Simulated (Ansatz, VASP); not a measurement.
# Two plane-wave programs on PdPt2

```xyz
6
Lattice="0.0000 3.6959 3.6959 3.6959 0.0000 3.6959 3.6959 3.6959 0.0000" Properties=species:S:1:pos:R:3 pbc="T T T"
Pd    3.6959    3.6959    3.6959
Pd    5.5439    5.5439    5.5439
Pt    0.9240    2.7719    2.7719
Pt    0.9240    0.9240    0.9240
Pt    2.7719    2.7719    0.9240
Pt    2.7719    0.9240    2.7719
```

Change from the starting cell: species swapped into the YPt2 type (Fd-3m, No. 227).

Alike in both runs: functional PBE; k mesh 4 × 4 × 4; occupations gaussian, width 0.1 eV; no spin polarisation.

Ansatz relaxed the structure, and its values are those at the end. VASP's run is a single point on that final structure, the one shown.

```csv
,VASP,Ansatz
version,VASP 6.6.1,Ansatz 0.2.0
potentials or method,"VASP PAW PBE potentials, release 64 (Pd, Pt)","scalar-relativistic, plane waves, PAW"
plane-wave cutoff (eV),520,420
valence electrons in the cell,60,108
```

|  | VASP | Ansatz | Ansatz less VASP |
| --- | --- | --- | --- |
| gap on the k mesh at the Fermi level (eV) | none | none | - |
| pressure (GPa) | -0.1 | 0.3 | +0.37 |

A gap of «none» marks a metal or a gap that the smearing closes. The two sets of potentials don't hold the same shells in valence.

Caveats: the k mesh is coarse (spacing up to 0.37 Å⁻¹), so the values aren't converged. The runs have no spin-orbit coupling, so splittings on Pt are missing.
